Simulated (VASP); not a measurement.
Input:

```xyz
4
Lattice="1.9693 1.1370 6.5144 -1.9693 1.1370 6.5144 0.0000 -2.2739 6.5144" Properties=species:S:1:pos:R:3 pbc="T T T"
Ba     0.0000     0.0000    14.7843
Ba     0.0000     0.0000     4.7589
N      0.0000     0.0000     9.7716
F      0.0000     0.0000     0.0000
```

Computed with LDA (Ceperley-Alder, Perdew-Zunger), VASP's LDA PAW potentials (set 64) (plane waves; VASP 6.6.1). Run with 520 eV cut-off, Gaussian smearing of 0.050 eV, potentials Ba_sv N F.

Unless said otherwise, spin-orbit coupling is left out, though it shifts the bands of the heavy elements here.

### Question
Give the energies of bands 11 to 19 at the high-symmetry points, in eV from the valence-band maximum.

### Answer

```csv
band,Γ,T,H2,L,S0,F
11,-5.47,-5.41,-5.35,-5.34,-5.37,-5.51
12,-5.38,-5.37,-5.31,-5.30,-5.30,-5.37
13,-5.38,-5.37,-5.27,-5.20,-5.27,-5.34
14,-1.16,-1.37,-0.41,-0.81,-0.38,-0.79
15,-0.42,-0.51,-0.25,-0.19,-0.27,-0.16
16,-0.42,-0.51,-0.08,-0.07,-0.06,0.00
17,1.82,2.77,2.55,1.88,2.57,0.74
18,3.37,2.92,3.02,2.89,3.33,3.81
19,3.49,4.18,4.15,4.19,3.78,4.28
```

The gap is direct, 0.74 eV, from the valence maximum at F to the conduction minimum at F.

The structure comes from a computed database's Ba2NF entry (R-3m); how it stands against other phases isn't given here. It was relaxed first, which changed the volume by -6 %.
